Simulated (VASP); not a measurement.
Consider the following.

```
CELL_PARAMETERS angstrom
      0.00000     4.40500     4.40500
      4.40500     0.00000     4.40500
      4.40500     4.40500     0.00000
ATOMIC_POSITIONS crystal
  La 0.75000 0.75000 0.75000
  La 0.50000 0.50000 0.50000
  Mg 0.12500 0.12500 0.12500
  Mg 0.62500 0.12500 0.12500
  Mg 0.12500 0.12500 0.62500
  Mg 0.12500 0.62500 0.12500
```

These are LDA (Ceperley-Alder, Perdew-Zunger), VASP's LDA PAW potentials (set 64) (plane waves; VASP) values and carry that method's errors. Numerical set-up: 300 eV cut-off, 7×7×7 Γ-centred mesh, Gaussian smearing of 0.050 eV, potentials La Mg.

At this cut-off the stress carries a Pulay error, which pulls relaxed volumes low. Energy and stress use the plane-wave basis of the starting cell.

The ions, cell shape and volume are relaxed. What does this cell relax into?

```
CELL_PARAMETERS angstrom
      0.00000     4.26757     4.26757
      4.26757     0.00000     4.26757
      4.26757     4.26757     0.00000
ATOMIC_POSITIONS crystal
  La 0.75000 0.75000 0.75000
  La 0.50000 0.50000 0.50000
  Mg 0.12500 0.12500 0.12500
  Mg 0.62500 0.12500 0.12500
  Mg 0.12500 0.12500 0.62500
  Mg 0.12500 0.62500 0.12500
```
Space group Fd-3m (227), at a tolerance of 0.03 Å.

How do energy and volume change from the first to the last step?

The energy (σ→0) changes by -29.6 meV/atom and the volume by -9.1 %, in 3 ionic steps.

```json
[
 {"step": "1", "E(σ→0) (eV)": "-18.9764", "max force (eV/Å)": "0.000", "pressure (GPa)": "-3.40", "volume (Å³)": "170.95"},
 {"step": "2", "E(σ→0) (eV)": "-19.1534", "max force (eV/Å)": "0.000", "pressure (GPa)": "-0.27", "volume (Å³)": "156.42"},
 {"step": "3", "E(σ→0) (eV)": "-19.1543", "max force (eV/Å)": "0.000", "pressure (GPa)": "0.00", "volume (Å³)": "155.44"}
]
```

The structure comes from a measured LaMg2 entry of the Crystallography Open Database, whose conditions weren't checked. This run relaxes it. Symmetry was kept, so distortions that lower it aren't found. The run is one of a series of settings (EDIFFG = -0.01, IBRION = 2, ISIF = 3, NSW = 50 against the base run), some of them coarse on purpose.
